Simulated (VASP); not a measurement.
Method: AM05 GGA, VASP's PBE PAW potentials (set 64) (plane waves; VASP 6.6.1).

Input for VASP

**KPOINTS**
```
Automatic
0
Gamma
 8 8 8
0 0 0
```

### INCAR
```
ALGO=Normal
EDIFF=1E-7
ENCUT=520
GGA=AM
ISIF=2
ISMEAR=0
LASPH=.TRUE.
LCHARG=.FALSE.
LREAL=.FALSE.
LWAVE=.FALSE.
NELM=100
PREC=Accurate
SIGMA=0.05
SYSTEM=NaCl
```

**POSCAR**
```
NaCl
1
    0.0000000000     2.8981392937     2.8981392937
    2.8981392937     0.0000000000     2.8981392937
    2.8981392937     2.8981392937     0.0000000000
Na Cl
1 1
Direct
  0.0000000000   0.0000000000   0.0000000000
  0.5000000000   0.5000000000   0.5000000000
```

POTCAR, in this order: Na_pv Cl (PBE.64 set). Program: vasp_std.

The run wrote:

**OSZICAR**
```
       N       E                     dE             d eps       ncg     rms          rms(c)
DAV:   1     0.960078510074E+02    0.96008E+02   -0.73671E+03   638   0.124E+03
DAV:   2     0.133076929445E+01   -0.94677E+02   -0.87581E+02   767   0.273E+02
DAV:   3    -0.668306998762E+01   -0.80138E+01   -0.79619E+01   779   0.800E+01
DAV:   4    -0.684998839767E+01   -0.16692E+00   -0.16678E+00   710   0.130E+01
DAV:   5    -0.685410890257E+01   -0.41205E-02   -0.41200E-02   800   0.200E+00    0.196E+00
DAV:   6    -0.667425008510E+01    0.17986E+00   -0.39096E-01   728   0.472E+00    0.141E+00
DAV:   7    -0.667031914720E+01    0.39309E-02   -0.87490E-02   810   0.221E+00    0.953E-01
DAV:   8    -0.667995747457E+01   -0.96383E-02   -0.15219E-02   647   0.123E+00    0.233E-01
DAV:   9    -0.667993036236E+01    0.27112E-04   -0.26451E-04   785   0.155E-01    0.161E-01
DAV:  10    -0.668020039726E+01   -0.27003E-03   -0.73124E-04   656   0.183E-01    0.860E-02
DAV:  11    -0.668018214273E+01    0.18255E-04   -0.38445E-05   755   0.428E-02    0.233E-02
DAV:  12    -0.668018313556E+01   -0.99283E-06   -0.79922E-06   659   0.185E-02    0.752E-03
DAV:  13    -0.668018408849E+01   -0.95293E-06   -0.14084E-06   671   0.848E-03    0.317E-04
DAV:  14    -0.668018400602E+01    0.82472E-07   -0.19851E-08   658   0.142E-03
   1 F= -.66801840E+01 E0= -.66801840E+01  d E =-.753393E-21
```

File OUTCAR:
```
------------------------ aborting loop because EDIFF is reached ----------------------------------------
  FORCE on cell =-STRESS in cart. coord.  units (eV):
  Direction    XX          YY          ZZ          XY          YZ          ZX
  --------------------------------------------------------------------------------------
  Total       -0.3578235     -0.3578235     -0.3578235     -0.0000000      0.0000000      0.0000000
  in kB      -11.7758334    -11.7758334    -11.7758334     -0.0000000      0.0000000      0.0000000
  external PRESSURE =     -11.7758334 kB  Pullay stress =       0.0000000 kB
  volume of cell :       48.68
      direct lattice vectors                 reciprocal lattice vectors
     0.000000000  2.898139294  2.898139294    -0.172524489  0.172524489  0.172524489
     2.898139294  0.000000000  2.898139294     0.172524489 -0.172524489  0.172524489
     2.898139294  2.898139294  0.000000000     0.172524489  0.172524489 -0.172524489
  FREE ENERGIE OF THE ION-ELECTRON SYSTEM (eV)
  ---------------------------------------------------
  free  energy   TOTEN  =        -6.6801840060 eV

  energy  without entropy=       -6.6801840060  energy(sigma->0) =       -6.68018401
```
(Selected blocks of OUTCAR.)

The compound is NaCl in the rock salt structure. This cell is one point of a volume scan, at 1.06 of the reference volume.
